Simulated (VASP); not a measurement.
Data:

```yaml
crystal:
  lattice:
    - [1.47500, -2.55477, 0.00000]
    - [1.47500, 2.55477, 0.00000]
    - [0.00000, 0.00000, 4.68000]
  atoms:
    - { symbol: Ti, position: [0.33333, 0.66667, 0.25000] }
    - { symbol: Ti, position: [0.66667, 0.33333, 0.75000] }
```

Level of theory: PBE GGA, VASP's PBE PAW potentials (set 64) (plane waves; VASP 6.6.1). Run with 650 eV cut-off, 13×13×7 Γ-centred mesh, first-order Methfessel-Paxton smearing of 0.10 eV, potentials Ti_sv.

Q: Give the stress tensor in GPa (positive for a compressed cell).

A: 
```
-1.66   0.00   0.00
 0.00  -1.66   0.00
 0.00   0.00  -1.93
```
The pressure is its mean diagonal, -1.75 GPa.

The compound is Ti in the hcp structure. The cell was not relaxed at this level. The run is one of a series of settings (ENCUT = 650 against the base run), some of them coarse on purpose.
